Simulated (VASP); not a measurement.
A convergence study with VASP on Ru (hcp): a few settings are varied, all else stays as given below, so the limit is that of these other settings.

```
CELL_PARAMETERS angstrom
      1.35500    -2.34693     0.00000
      1.35500     2.34693     0.00000
      0.00000     0.00000     4.28000
ATOMIC_POSITIONS crystal
  Ru 0.33333 0.66667 0.25000
  Ru 0.66667 0.33333 0.75000
```

Computed with PBEsol GGA, VASP's PBE PAW potentials (set 64) (plane waves; VASP). The last row used: 550 eV cut-off, 23×23×14 Γ-centred mesh, second-order Methfessel-Paxton smearing of 0.40 eV, potentials Ru_pv.

```
setting                                   E (eV/atom)  pressure (GPa)  irreducible k-points
----------------------------------------  -----------  --------------  --------------------
ISMEAR = -1, SIGMA = 0.01, 8×8×5 mesh        -10.1842           -7.64                    30
ISMEAR = -1, SIGMA = 0.1, 8×8×5 mesh         -10.1837           -7.51                    30
ISMEAR = 0, SIGMA = 0.01, 8×8×5 mesh         -10.1842           -7.62                    30
ISMEAR = 0, SIGMA = 0.1, 8×8×5 mesh          -10.1847           -7.67                    30
ISMEAR = 1, SIGMA = 0.01, 8×8×5 mesh         -10.1842           -7.61                    30
ISMEAR = 1, SIGMA = 0.2, 8×8×5 mesh          -10.1850           -7.73                    30
ISMEAR = 2, SIGMA = 0.05, 8×8×5 mesh         -10.1842           -7.64                    30
ISMEAR = 2, SIGMA = 0.2, 8×8×5 mesh          -10.1848           -7.67                    30
ISMEAR = -1, SIGMA = 0.01, 17×17×10 mesh     -10.1607           -7.24                   198
ISMEAR = -1, SIGMA = 0.2, 17×17×10 mesh      -10.1621           -6.24                   198
ISMEAR = 0, SIGMA = 0.01, 17×17×10 mesh      -10.1607           -7.24                   198
ISMEAR = 0, SIGMA = 0.2, 17×17×10 mesh       -10.1623           -7.10                   198
ISMEAR = 1, SIGMA = 0.01, 17×17×10 mesh      -10.1607           -7.25                   198
ISMEAR = 1, SIGMA = 0.4, 17×17×10 mesh            ___             ___                   198
ISMEAR = 2, SIGMA = 0.05, 17×17×10 mesh      -10.1607           -7.24                   198
ISMEAR = 2, SIGMA = 0.4, 17×17×10 mesh       -10.1629           -7.23                   198
ISMEAR = -1, SIGMA = 0.05, 23×23×14 mesh          ___             ___                   448
ISMEAR = -1, SIGMA = 0.2, 23×23×14 mesh      -10.1626           -6.25                   448
ISMEAR = 0, SIGMA = 0.05, 23×23×14 mesh      -10.1655           -7.34                   448
ISMEAR = 0, SIGMA = 0.2, 23×23×14 mesh       -10.1651           -7.18                   448
ISMEAR = 1, SIGMA = 0.05, 23×23×14 mesh      -10.1655           -7.35                   448
ISMEAR = 1, SIGMA = 0.4, 23×23×14 mesh       -10.1651           -7.35                   448
ISMEAR = 2, SIGMA = 0.1, 23×23×14 mesh       -10.1655           -7.36                   448
ISMEAR = 2, SIGMA = 0.4, 23×23×14 mesh       -10.1649           -7.32                   448
```

Problem. Some entries are withheld; supply them.

Solution. 
- ISMEAR = 1, SIGMA = 0.4, 17×17×10 mesh, E (eV/atom): -10.1637
- ISMEAR = 1, SIGMA = 0.4, 17×17×10 mesh, pressure (GPa): -7.29
- ISMEAR = -1, SIGMA = 0.05, 23×23×14 mesh, E (eV/atom): -10.1653
- ISMEAR = -1, SIGMA = 0.05, 23×23×14 mesh, pressure (GPa): -7.28

VASP warned of too few bands at ISMEAR = -1, SIGMA = 0.2, 17×17×10 mesh; ISMEAR = 1, SIGMA = 0.4, 17×17×10 mesh; ISMEAR = 2, SIGMA = 0.4, 17×17×10 mesh; ISMEAR = -1, SIGMA = 0.2, 23×23×14 mesh; ISMEAR = 1, SIGMA = 0.4, 23×23×14 mesh; ISMEAR = 2, SIGMA = 0.4, 23×23×14 mesh.

Left out are rungs that failed or repeat a setting and relaxations that didn't move; long series are thinned to 24 rows.

The compound is Ru in the hcp structure. The cell was not relaxed at this level.
